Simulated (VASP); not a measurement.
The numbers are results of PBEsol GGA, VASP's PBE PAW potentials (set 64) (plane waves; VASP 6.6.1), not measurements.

The input files of a VASP run:

**INCAR**
```
! general
SYSTEM  = Ti3B
PREC    = Accurate
ENCUT   = 600
LREAL   = F
LASPH   = T

! electronic loop
EDIFF   = 1E-7
NELM    = 100
ALGO    = Normal
LMAXMIX = 4

! smearing
ISMEAR  = 1
SIGMA   = 0.1

! functional
GGA     = PS

! ions
ISIF    = 2

! output
LWAVE   = F
LCHARG  = F
```

File KPOINTS:
```
Automatic mesh
0
Gamma
8 8 8
0 0 0
```

POSCAR:
```
Ti3B
1
    0.0000000000     2.9636525252     2.9636525252
    2.9636525252     0.0000000000     2.9636525252
    2.9636525252     2.9636525252     0.0000000000
B Ti
1 3
Direct
 -0.0253066105  -0.0253066105   0.0253066105
  0.5000000000   0.5000000000   0.5000000000
  0.2500000000   0.2500000000   0.2500000000
  0.7500000000   0.7500000000   0.7500000000
```

POTCAR, in this order: B Ti_sv (PBE.64 set). Program: vasp_std.

Output

**OUTCAR**
```
 ion  position               nearest neighbor table
   1  0.975  0.975  0.025-   4 2.48   4 2.48   3 2.48   3 2.48
   2  0.500  0.500  0.500-   3 2.57   3 2.57   3 2.57   4 2.57   4 2.57   4 2.57   4 2.57   3 2.57
  LATTYP: Found a face centered cubic cell.
 ALAT       =     5.9273050504
 Subroutine PRICEL returns:
 Original cell was already a primitive cell.
 Subroutine GETGRP returns: Found  8 space group operations
The static configuration has the point symmetry C_4v.
The dynamic configuration has the point symmetry C_4v.
 Subroutine INISYM returns: Found  8 space group operations
 Subroutine IBZKPT returns following result:
 Found     59 irreducible k-points:

 Following reciprocal coordinates:
            Coordinates               Weight
  0.000000  0.000000  0.000000      1.000000
  0.125000  0.000000  0.000000      8.000000
  0.250000  0.000000  0.000000      8.000000
  0.375000  0.000000  0.000000      8.000000
  0.500000  0.000000  0.000000      4.000000
  0.125000  0.125000  0.000000      2.000000
  0.000000  0.125000  0.125000      4.000000
  0.250000  0.125000  0.000000      8.000000
  0.000000  0.250000  0.125000     16.000000
  0.375000  0.125000  0.000000      8.000000
  0.000000  0.375000  0.125000     16.000000
  0.500000  0.125000  0.000000      8.000000
  0.000000  0.500000  0.125000     16.000000
 -0.375000  0.125000  0.000000      8.000000
  0.000000 -0.375000  0.125000     16.000000
 -0.250000  0.125000  0.000000      8.000000
  0.000000 -0.250000  0.125000     16.000000
 -0.125000  0.125000  0.000000      4.000000
  0.000000 -0.125000  0.125000      8.000000
  0.250000  0.250000  0.000000      2.000000
  0.000000  0.250000  0.250000      4.000000
  0.375000  0.250000  0.000000      8.000000
  0.000000  0.375000  0.250000     16.000000
  0.500000  0.250000  0.000000      8.000000
...
```

File OSZICAR:
```
       N       E                     dE             d eps       ncg     rms          rms(c)
DAV:   1     0.482601225279E+03    0.48260E+03   -0.22317E+04  2722   0.230E+03
DAV:   2     0.254020813809E+02   -0.45720E+03   -0.45410E+03  2721   0.622E+02
DAV:   3    -0.293182340437E+02   -0.54720E+02   -0.54299E+02  5192   0.177E+02
DAV:   4    -0.348366105676E+02   -0.55184E+01   -0.54832E+01  4119   0.484E+01
DAV:   5    -0.350792674759E+02   -0.24266E+00   -0.24207E+00  4266   0.955E+00    0.189E+01
DAV:   6    -0.312830696658E+02    0.37962E+01   -0.26354E+01  3895   0.452E+01    0.560E+00
DAV:   7    -0.313607009354E+02   -0.77631E-01   -0.19857E+00  3786   0.125E+01    0.381E+00
DAV:   8    -0.314121799144E+02   -0.51479E-01   -0.73366E-01  3819   0.996E+00    0.257E+00
DAV:   9    -0.313968907583E+02    0.15289E-01   -0.56902E-01  3728   0.825E+00    0.902E-01
DAV:  10    -0.313989967655E+02   -0.21060E-02   -0.89158E-02  3916   0.332E+00    0.419E-01
DAV:  11    -0.314007504333E+02   -0.17537E-02   -0.14137E-02  3665   0.132E+00    0.151E-01
DAV:  12    -0.314010393181E+02   -0.28888E-03   -0.16980E-03  3729   0.478E-01    0.269E-02
DAV:  13    -0.314010401501E+02   -0.83201E-06   -0.23269E-04  3854   0.172E-01    0.131E-02
DAV:  14    -0.314010407345E+02   -0.58437E-06   -0.33214E-05  3896   0.653E-02    0.413E-03
DAV:  15    -0.314010413009E+02   -0.56634E-06   -0.25374E-06  3873   0.197E-02    0.124E-03
DAV:  16    -0.314010412797E+02    0.21170E-07   -0.27009E-07  3068   0.422E-03
   1 F= -.31401041E+02 E0= -.31399577E+02  d E =-.439411E-02
```

OUTCAR:
```
------------------------ aborting loop because EDIFF is reached ----------------------------------------
  FORCE on cell =-STRESS in cart. coord.  units (eV):
  Direction    XX          YY          ZZ          XY          YZ          ZX
  --------------------------------------------------------------------------------------
  Total        0.2042536      0.2042536      0.2532133      0.0000000      0.0000000     -0.0000000
  in kB        6.2859158      6.2859158      7.7926528      0.0000000      0.0000000     -0.0000000
  external PRESSURE =       6.7881614 kB  Pullay stress =       0.0000000 kB
  volume of cell :       52.06
      direct lattice vectors                 reciprocal lattice vectors
     0.000000000  2.963652525  2.963652525    -0.168710736  0.168710736  0.168710736
     2.963652525  0.000000000  2.963652525     0.168710736 -0.168710736  0.168710736
     2.963652525  2.963652525  0.000000000     0.168710736  0.168710736 -0.168710736
 POSITION                                       TOTAL-FORCE (eV/Angst)
 -----------------------------------------------------------------------------------
      2.96365      2.96365      5.77731         0.000000      0.000000      0.575839
      2.96365      2.96365      2.96365         0.000000      0.000000     -0.024997
      1.48183      1.48183      1.48183        -0.000000     -0.000000     -0.275421
      4.44548      4.44548      4.44548         0.000000      0.000000     -0.275421
 -----------------------------------------------------------------------------------
    total drift:                                0.000000      0.000000      0.000161
  FREE ENERGIE OF THE ION-ELECTRON SYSTEM (eV)
  ---------------------------------------------------
  free  energy   TOTEN  =       -31.4010412797 eV

  energy  without entropy=      -31.3966471701  energy(sigma->0) =      -31.39957658
```
(Selected blocks of OUTCAR.)

The structure was generated: Ti3B was put into the D03 type (Fm-3m), which need not be its known phase. This cell was strained or had an atom moved on purpose. The electron count is odd and the run is not spin-polarised, which forces a metal.
